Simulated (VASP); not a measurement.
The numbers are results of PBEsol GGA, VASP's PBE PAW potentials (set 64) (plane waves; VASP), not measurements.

Input for VASP

### INCAR
```
ALGO  =  Normal
EDIFF  =  1E-6
EDIFFG  =  -0.02
ENCUT  =  620
GGA  =  PS
IBRION  =  2
ISIF  =  3
ISMEAR  =  0
LASPH  =  .True.
LCHARG  =  .False.
LREAL  =  .False.
LWAVE  =  .False.
NELM  =  100
NSW  =  40
PREC  =  Accurate
PSTRESS  =  450
SIGMA  =  0.05
SYSTEM  =  LiCl
```

**POSCAR**
```
LiCl
1.0
  0.0000000000   2.1679828397   2.1679828397
  2.1679828397   0.0000000000   2.1679828397
  2.1679828397   2.1679828397   0.0000000000
Li Cl
1 1
Cartesian
  0.0000000000   0.0000000000   0.0000000000
  2.1679828397   2.1679828397   2.1679828397
```

KPOINTS:
```
Automatic mesh
0
Gamma
10 10 10
0 0 0
```

POTCAR, in this order: Li_sv Cl (PBE.64 set). Program: vasp_std.

The run wrote:

File OSZICAR:
```
       N       E                     dE             d eps       ncg     rms          rms(c)
DAV:   1     0.461431797990E+02    0.46143E+02   -0.55658E+03   854   0.124E+03
DAV:   2    -0.515941066582E+01   -0.51303E+02   -0.48736E+02  1142   0.187E+02
DAV:   3    -0.654736027005E+01   -0.13879E+01   -0.13858E+01  1077   0.359E+01
DAV:   4    -0.656837236788E+01   -0.21012E-01   -0.21000E-01  1286   0.430E+00
DAV:   5    -0.656864349244E+01   -0.27112E-03   -0.27111E-03  1141   0.398E-01    0.447E+00
DAV:   6    -0.651349103321E+01    0.55152E-01   -0.10224E-01  1006   0.203E+00    0.292E+00
DAV:   7    -0.650999559845E+01    0.34954E-02   -0.64344E-02  1152   0.177E+00    0.109E+00
DAV:   8    -0.651119978235E+01   -0.12042E-02   -0.83908E-03   961   0.824E-01    0.158E-01
DAV:   9    -0.651117923297E+01    0.20549E-04   -0.31533E-04  1223   0.139E-01    0.718E-02
DAV:  10    -0.651119256265E+01   -0.13330E-04   -0.65963E-05   921   0.924E-02    0.128E-02
DAV:  11    -0.651119274632E+01   -0.18367E-06   -0.30725E-06  1135   0.193E-02
   1 F= -.78719508E+00 E0= -.78719508E+00  d E =-.787195E+00
```

File OUTCAR:
```
------------------------ aborting loop because EDIFF is reached ----------------------------------------
  FORCE on cell =-STRESS in cart. coord.  units (eV):
  Direction    XX          YY          ZZ          XY          YZ          ZX
  --------------------------------------------------------------------------------------
  Total        5.7210332      5.7210332      5.7210332      0.0000000      0.0000000      0.0000000
  in kB      449.7669453    449.7669453    449.7669453      0.0000000      0.0000000      0.0000000
  external PRESSURE =      -0.2330547 kB  Pullay stress =     450.0000000 kB
  volume of cell :       20.38
      direct lattice vectors                 reciprocal lattice vectors
     0.000000000  2.167982840  2.167982840    -0.230629132  0.230629132  0.230629132
     2.167982840  0.000000000  2.167982840     0.230629132 -0.230629132  0.230629132
     2.167982840  2.167982840  0.000000000     0.230629132  0.230629132 -0.230629132
  FREE ENERGIE OF THE ION-ELECTRON SYSTEM (eV)
  ---------------------------------------------------
  free  energy   TOTEN  =        -6.5111927463 eV

  energy  without entropy=       -6.5111927463  energy(sigma->0) =       -6.51119275
  enthalpy is  TOTEN    =        -0.7871950813 eV   P V=        5.7239976651

 reached required accuracy - stopping structural energy minimisation
```
(Selected blocks of OUTCAR.)

The compound is LiCl in the rock salt structure. It was relaxed first under an external pressure of 45 GPa.
